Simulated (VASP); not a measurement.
Data:

```xyz
8
Lattice="5.5382 0.0000 0.0000 0.0000 3.9161 0.0000 0.0000 0.0000 25.7984" Properties=species:S:1:pos:R:3 pbc="T T T"
Tl     1.3845     0.0000     8.7456
Tl     4.1536     0.0000    11.5147
Tl     1.3845     0.0000    14.2838
Tl     4.1536     0.0000    17.0529
Br     4.1536     1.9580     8.7456
Br     1.3845     1.9580    11.5147
Br     4.1536     1.9580    14.2838
Br     1.3845     1.9580    17.0529
```

Computed with PBEsol GGA, VASP's PBE PAW potentials (set 64) (plane waves; VASP). Settings: PREC = Normal, EDIFF = 1E-5, 400 eV cut-off, 4×5×1 Γ-centred mesh, Gaussian smearing of 0.050 eV, potentials Tl_d Br.

Task: The ions are relaxed. Predict the relaxed structure.

Result: 
```xyz
8
Lattice="5.5382 0.0000 0.0000 0.0000 3.9161 0.0000 0.0000 0.0000 25.7984" Properties=species:S:1:pos:R:3 pbc="T T T"
Tl     1.3845     0.0000     8.8221
Tl     4.1536     0.0000    11.4433
Tl     1.3845     0.0000    14.3551
Tl     4.1536     0.0000    16.9763
Br     4.1536     1.9580     8.7995
Br     1.3845     1.9580    11.4246
Br     4.1536     1.9580    14.3738
Br     1.3845     1.9580    16.9989
```

Task: How much energy does the relaxation gain?

Result: The energy (σ→0) changes by -5.7 meV/atom, in 7 ionic steps.

```tsv
step	E(σ→0) (eV)	max force (eV/Å)	pressure (GPa)	volume (Å³)
1	-23.6620	0.204	-0.41	559.51
2	-23.6699	0.181	-0.40	559.51
3	-23.6893	0.113	-0.36	559.51
4	-23.7049	0.069	-0.25	559.51
5	-23.7050	0.070	-0.26	559.51
6	-23.7067	0.046	-0.24	559.51
7	-23.7076	0.018	-0.22	559.51
```

The cell is a thin slab with vacuum, built from TlBr (CsCl type): (110) face.
